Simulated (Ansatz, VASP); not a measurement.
## Sn3Pt2 (Sn3Pt2 (P6_3/mmc)): VASP beside Ansatz

Aim: how closely do two programs agree when they are given the same cell, functional and k mesh? The cell is taken from a series of runs on this material, whose earlier steps may have relaxed, scaled, displaced or heated it; both programs get it as it stands.

Method: plane waves, with VASP 6.6.1 beside it; relaxation of cell and atoms at r2SCAN, in Ansatz 0.2.0.

### Step 1. Set-up

It takes space group P6_3/mmc (No. 194, hexagonal). The conventional cell has a = 4.374 Å, b = 4.374 Å, c = 13.068 Å, α = 90.00°, β = 90.00°, γ = 120.00°. Sn has 4 Pt at 2.69 to 2.80 Å nearest. Sn has 6 Pt at 2.89 Å nearest. Nearest to Pt lie 7 Sn at 2.69 to 2.89 Å and 1 Pt at 2.79 Å. Farther neighbours are not listed.

### Step 2. Ansatz: relaxation of cell and atoms, r2SCAN

Ansatz runs on its PAW soft_1 files.

The relaxed volume is the usual yardstick between codes: in a stiff, nearly cubic crystal its relative difference is about their pressure difference at one cell divided by the bulk modulus.

Input file input.yaml:

```yaml
crystal:
  lattice:
    - [4.3737643, 0.0, 0.0]
    - [-2.1868822, 3.787791, 0.0]
    - [0.0, 0.0, 13.0680725]
  atoms:
    - { symbol: Sn, position: [0.66666667, 0.33333333, 0.07117011] }
    - { symbol: Sn, position: [0.33333333, 0.66666667, 0.92882989] }
    - { symbol: Sn, position: [0.66666667, 0.33333333, 0.42882989] }
    - { symbol: Sn, position: [0.33333333, 0.66666667, 0.57117011] }
    - { symbol: Sn, position: [0.0, 0.0, 0.25] }
    - { symbol: Sn, position: [0.0, 0.0, 0.75] }
    - { symbol: Pt, position: [0.33333333, 0.66666667, 0.14306497] }
    - { symbol: Pt, position: [0.66666667, 0.33333333, 0.64306497] }
    - { symbol: Pt, position: [0.33333333, 0.66666667, 0.35693503] }
    - { symbol: Pt, position: [0.66666667, 0.33333333, 0.85693503] }
basis:
  ecutwfc: 500
  xc_grid: 2
hamiltonian:
  xc: r2scan
  pseudopotentials: { kind: paw, azcp: { folder: soft_1 } }
kpoints:
  mp_grid: { grid: [10, 10, 3] }
scf:
  occupations: { method: fermi_dirac, width: 0.05 }
  max_iter: 150
output:
  forces: true
  stress: true
relax:
  f_tol: 0.01
  max_steps: 60
  cell: {}
checkpoint:
  write: "../r2scan.run"
  compress: false
  write_wavefunctions: false
  write_every: 100000
```

Started as:

```
> ansatz run input.yaml --threads 4 --pin off --max-ram 6594MiB --backend cpu --events-out ev --progress --plain --runs-dir out
```

Numbers of over 12 decimals in the logs are rounded to 6 here.

Log:

```text
Engine: ansatz 0.2.0, aarch64-unknown-linux-gnu
Pseudopotentials: kind: paw
Pseudopotential: Sn, paw, valence charge 14, recommended cutoff 500 eV (meta_gga), soft_1/Sn.paw.azcp
Pseudopotential: Pt, paw, valence charge 18, recommended cutoff 500 eV (meta_gga), soft_1/Pt.paw.azcp
Functional definition: r2SCAN
  parameter k0 = 0.174
  parameter k1 = 0.065
  parameter a1 = 4.9479
  exchange = r2scan_x(k0 = k0, k1 = k1, a1 = a1)
  correlation = r2scan_c
Crystal: 10 atoms, lattice volume = 216.498 Å³
Basis set: ecut = 500 eV, 5465 PW (Γ), exchange–correlation on 64×64×192 points (8 copies of the dense FFT grid, shifted against one another)
Bands: 94, of which v1, the nominal top of the filled ones, is band 78 counted from 1 (77 counted from 0)
Symmetry: 24 space group operations
Space group: P63/mmc (ITA 194), of the structure as read, at distance tolerance 6.0e-5 Å
k-points: 28 of 300
Non-local potential: Sn, projectors of the file, l = 0: 2, l = 1: 2, l = 2: 2, l = 3: 1
Non-local potential: Pt, projectors of the file, l = 0: 3, l = 1: 2, l = 2: 2, l = 3: 1
PAW form: soft (Blöchl's): semilocal exchange-correlation on the pseudo side does not see the compensation charge
PAW frozen core: Sn, regenerated for the run's functional (the file was generated under x = pbe(κ = 0.804, μ = 0.219515), c = pbe(β = 0.066725))
PAW frozen core: Pt, regenerated for the run's functional (the file was generated under x = pbe(κ = 0.804, μ = 0.219515), c = pbe(β = 0.066725))
PAW one-centre angular grid: Sn, 590 points (default); XC on 160 Gauss nodes
PAW one-centre angular grid: Pt, 590 points (default); XC on 160 Gauss nodes
Initial density: superposition of atomic densities (chi_scale 0.1, normalization cell, long waves kept (reshape's long-wave potential 0.03 eV rms))
Initial wavefunctions: pseudopotential atomic-orbital guess
Functional: x = r2scan, c = r2scan; τ floored in thin density (d = 2e-4 eV/Å³)
SCF iter   1: F=—  HF=-86392.495310 eV  |F-HF|=—  |Δ(HF+E_count)|=         —  Δρ=7.29e-2  dr2=1.54e1  dr2_τ=7.83e-1  ethr=3.10e-3  ⟨swp⟩=5.2  Hψ=9514  notcnv=0  defer=44
preconditioner: auto → Kerker (q_TF=auto, 2.583 Å⁻¹)  [metal: Δε(μ)=0.026 eV  Ē_g=17.049 eV  σ=0.050 eV  W_gap=0.13  n_scr=64 (ndim 8)  ℏωp=28.1 eV  f_vac=0.005  D(μ)=4.00/eV (n_scr^D=24)]
SCF iter   2: F=—  HF=-86390.008690 eV  |F-HF|=—  |Δ(HF+E_count)|=    2.49e0  Δρ=1.99e-2  dr2=7.21e-1  dr2_τ=5.56e-1  ethr=3.10e-3  ⟨swp⟩=2.4  Hψ=5412  notcnv=0  defer=220
SCF iter   3: F=—  HF=-86390.270702 eV  |F-HF|=—  |Δ(HF+E_count)|=   2.62e-1  Δρ=1.12e-2  dr2=2.47e-1  dr2_τ=6.66e-3  ethr=4.62e-4  ⟨swp⟩=2.0  Hψ=3098  notcnv=0  defer=225
SCF iter   4: F=—  HF=-86390.358358 eV  |F-HF|=—  |Δ(HF+E_count)|=   8.77e-2  Δρ=2.18e-3  dr2=2.50e-2  dr2_τ=2.30e-4  ethr=1.58e-4  ⟨swp⟩=2.0  Hψ=3357  notcnv=0  defer=225
SCF iter   5: F=—  HF=-86390.359987 eV  |F-HF|=—  |Δ(HF+E_count)|=   1.63e-3  Δρ=1.10e-3  dr2=3.62e-3  dr2_τ=3.14e-4  ethr=1.60e-5  ⟨swp⟩=2.0  Hψ=3463  notcnv=0  defer=225
SCF iter   6: F=—  HF=-86390.359709 eV  |F-HF|=—  |Δ(HF+E_count)|=   2.78e-4  Δρ=2.60e-4  dr2=3.26e-4  dr2_τ=9.35e-6  ethr=2.32e-6  ⟨swp⟩=2.0  Hψ=3109  notcnv=0  defer=225
SCF iter   7: F=—  HF=-86390.359731 eV  |F-HF|=—  |Δ(HF+E_count)|=   2.24e-5  Δρ=1.31e-4  dr2=9.32e-5  dr2_τ=3.61e-6  ethr=2.09e-7  ⟨swp⟩=2.8  Hψ=3839  notcnv=0  defer=225
SCF iter   8: F=—  HF=-86390.360012 eV  |F-HF|=—  |Δ(HF+E_count)|=   2.81e-4  Δρ=2.81e-5  dr2=3.98e-6  dr2_τ=1.35e-7  ethr=5.97e-8  ⟨swp⟩=2.0  Hψ=3366  notcnv=0  defer=225
SCF iter   9: F=—  HF=-86390.360012 eV  |F-HF|=—  |Δ(HF+E_count)|=   1.11e-7  Δρ=1.26e-5  dr2=1.25e-6  dr2_τ=1.42e-8  ethr=2.55e-9  ⟨swp⟩=2.0  Hψ=3956  notcnv=0  defer=225
SCF iter  10: F=—  HF=-86390.360012 eV  |F-HF|=—  |Δ(HF+E_count)|=   4.00e-8  Δρ=6.37e-6  dr2=2.21e-7  dr2_τ=1.14e-8  ethr=8.03e-10  ⟨swp⟩=2.0  Hψ=3272  notcnv=0  defer=225
SCF iter  11: F=-86390.360012 eV  HF=-86390.360012 eV  |F-HF|=8.00e-10  |Δ(HF+E_count)|=   2.96e-8  Δρ=1.93e-6  dr2=1.32e-8  dr2_τ=2.77e-10  ethr=6.41e-11  ⟨swp⟩=4.5  Hψ=7954  notcnv=0
SCF 1 converged in 11 iterations: F = -86390.360012 eV  dr2 = 1.32e-8
  greatest PAW one-centre occupation: 1.000 electrons in one spin orbital (limit 2), on the Pt atom at site 9 (counted from 0), in its partial waves of l = 0
relax step   1: F+E_penalty+E_count = -86390.36001183 eV  Δ(F+E_penalty+E_count) = +0.000e0 eV  max|allowed force component| = 4.289e-2 eV/Å  Δτ_max = 0.0000 Å  P = -0.233 GPa  Ω = 216.498 Å³  (11 SCF iters, dr2 threshold 1.00e-7 eV, accepted)
[...]
relax step   2: F+E_penalty+E_count = -86390.35952638 eV  Δ(F+E_penalty+E_count) = +4.855e-4 eV  max|allowed force component| = 4.758e-2 eV/Å  Δτ_max = 0.0060 Å  P = +0.398 GPa  Ω = 215.348 Å³  energy of the carried Pulay correction = +1.827e-4 eV  (6 SCF iters, dr2 threshold 2.21e-7 eV, rejected (line search))
[...]
relax step   3: F+E_penalty+E_count = -86390.36073186 eV  Δ(F+E_penalty+E_count) = -7.200e-4 eV  max|allowed force component| = 7.047e-3 eV/Å  Δτ_max = 0.0033 Å  P = +0.006 GPa  Ω = 216.066 Å³  energy of the carried Pulay correction = +6.851e-5 eV  (8 SCF iters, accepted)
[...]
relax step   4: F+E_penalty+E_count = -86390.36066947 eV  Δ(F+E_penalty+E_count) = +6.239e-5 eV  max|allowed force component| = 7.049e-3 eV/Å  Δτ_max = 0.0000 Å  P = +0.006 GPa  Ω = 216.066 Å³  stress off target by 2.85e-2 GPa  SCF on the basis re-selected at this cell (its energy is not comparable with the rows above)  (3 SCF iters)
basis re-selected at this cell: Δ(F+E_penalty+E_count) = +6.239e-5 eV, ΔP = -0.000 GPa vs the last step (what re-selecting the basis moved, of the pressure what is left beyond the Pulay correction that the steps carried, after the strain that the cell walked since its last selection, with what the two solves' SCF thresholds leave and, on support functions, any second-order correction that the steps lacked; it is no m [...]
SCF converged after 3 iterations
Free energy (F): -86390.360669 eV
Harris-Foulkes:  -86390.360669 eV  (|F-HF|=4.37e-11)
Internal energy: -86390.327212 eV  (E = F + TS)
E sigma→0 (E₀):  -86390.343941 eV
Entropy (-TS):   -0.033457 eV (-3.346 meV/atom)
Fermi energy:    14.795051 eV
--- Per-component energies (eV) ---
  E_band       = -1441.565629
  E_kinetic    = 3400.997624
  E_local      = -14090.248133  (includes V_loc(G=0)·N_el)
  E_nonlocal   = 1687.792872
  E_hartree    = 6250.933590
  E_xc         = -1575.325264
  E_vxc        = -1717.076276  (∫ρ·V_xc dr)
  E_paw        = -64415.658963  (= ΣΔE_a)
  E_vpaw       = -3339.129650  (= ΣTr[D̂ρ^β])
  E_aug_tail   = 0.003515  (compensation charges beyond the density's cutoff)
  E_vtau       = 114.228158  (kinetic-family band-sum trace: ∫τ·v_τ [+ j·A + Jᵃ·Aᵃ] dr)
  E_ewald      = -17652.307913
  E_core_change = 3.485459  (= ΣΔE_core)
  E_smearing   = -0.033457  (= −TS)
  E_closure    = 0.000000  (closes the sum)
  Σ components = -86390.360669   (vs F -86390.360669, Δ=0.00e0)
--- Forces (eV/Å), atoms counted from 1 ---
  atom   1  Sn    -0.00000000     0.00000000    -0.00704856
  atom   2  Sn     0.00000000    -0.00000000     0.00704856
  atom   3  Sn    -0.00000000     0.00000000     0.00704856
  atom   4  Sn     0.00000000    -0.00000000    -0.00704856
  atom   5  Sn    -0.00000000     0.00000000    -0.00000000
  atom   6  Sn     0.00000000    -0.00000000     0.00000000
  atom   7  Pt    -0.00000000     0.00000000     0.00084003
  atom   8  Pt     0.00000000    -0.00000000     0.00084003
  atom   9  Pt    -0.00000000     0.00000000    -0.00084003
  atom  10  Pt     0.00000000    -0.00000000    -0.00084003
  max |Σ_I F_I| component: 1.11e-16 eV/Å
--- Stress (GPa, compression-positive) ---
       -0.005207       0.000000       0.000000
        0.000000      -0.005207       0.000000
        0.000000       0.000000       0.028536
  P = ⅓ Tr σ = 0.0060 GPa (0.060 kbar)
--- Relaxed structure (3 steps of the walk, 2 accepted, 1 SCFs on fresh bases) ---
  F+E_penalty+E_count = -86390.36066947 eV   max|allowed force component| = 7.049e-3 eV/Å   (the final SCF, on the basis selected at the relaxed cell)
  cell:  # Å, volume = 216.0656 Å³
    - [4.370092, 2.884327312860311e-8, 0.0]
    - [-2.185046, 3.784610, 0.0]
    - [0.0, 0.0, 13.063930]
  atoms:
    - { symbol: Sn, position: [0.666667, 0.333333, 0.071317] }
    - { symbol: Sn, position: [0.333333, 0.666667, 0.928683] }
    - { symbol: Sn, position: [0.666667, 0.333333, 0.428683] }
    - { symbol: Sn, position: [0.333333, 0.666667, 0.571317] }
    - { symbol: Sn, position: [0, 0, 0.250000] }
    - { symbol: Sn, position: [0, 0, 0.750000] }
    - { symbol: Pt, position: [0.333333, 0.666667, 0.142812] }
    - { symbol: Pt, position: [0.666667, 0.333333, 0.642812] }
    - { symbol: Pt, position: [0.333333, 0.666667, 0.357188] }
    - { symbol: Pt, position: [0.666667, 0.333333, 0.857188] }
```

(Part 1 of 2 ends here.)

[Lines on the potential files, build, host, timing and source positions are cut from VASP's logs without a mark.]

[Logs are printed without paths, hosts, clocks, repeated set-up lines and the standing remarks that a program may print on its own settings, such as how far it seeks lower states.]

[Hosts, paths, dates, database ids (printed as entryN), source tags and the programs' standing remarks are cut or masked in the printed files.]
